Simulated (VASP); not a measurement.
Consider the following.

```yaml
crystal:
  lattice:
    - [5.20768, 0.00000, 0.00000]
    - [-2.60384, 4.50998, 0.00000]
    - [0.00000, 0.00000, 2.91404]
  atoms:
    - { symbol: Ta, position: [0.00000, 0.00000, 0.00000] }
    - { symbol: Ta, position: [0.33333, 0.66667, 0.50000] }
    - { symbol: Ta, position: [0.66667, 0.33333, 0.50000] }
    - { symbol: N, position: [0.39250, 0.00000, 0.00000] }
    - { symbol: N, position: [0.60750, 0.60750, 0.00000] }
    - { symbol: N, position: [0.00000, 0.39250, 0.00000] }
```

These are r2SCAN meta-GGA, VASP's PBE PAW potentials (set 64) (plane waves; VASP 6.6.1) values and carry that method's errors. Numerical set-up: 520 eV cut-off, 8×8×12 Γ-centred mesh, tetrahedra with Blöchl corrections, potentials Ta_pv N.

Question: Give the energies of bands 14 to 27 at the high-symmetry points, in eV from the Fermi level.

Answer: 
```tsv
band	Γ	M	K	A	L	H
14	-6.93	-8.33	-8.65	-8.21	-8.14	-8.50
15	-6.93	-8.15	-8.56	-8.21	-7.99	-7.65
16	-6.79	-6.13	-6.05	-7.58	-7.94	-7.65
17	-6.08	-6.00	-5.39	-7.58	-7.29	-7.31
18	-6.08	-5.52	-5.39	-5.74	-6.62	-7.14
19	-5.32	-4.99	-5.30	-4.83	-5.79	-6.90
20	-5.32	-4.90	-5.30	-4.83	-5.05	-4.34
21	-4.63	-4.22	-4.35	-4.66	-4.32	-4.34
22	-3.61	-4.19	-4.07	-3.05	-3.42	-2.68
23	-2.04	-3.02	-2.75	-3.05	-2.16	-2.68
24	-1.01	-2.77	-2.75	1.93	-1.02	-1.94
25	-1.01	1.27	1.25	1.94	0.49	2.56
26	0.68	1.88	1.81	1.94	1.51	2.56
27	0.68	2.01	1.81	2.35	3.33	2.57
```

It has no gap at this level: it comes out as a metal or semimetal.

The structure comes from a computed database's TaN entry (P-62m); how it stands against other phases isn't given here. It was relaxed first.
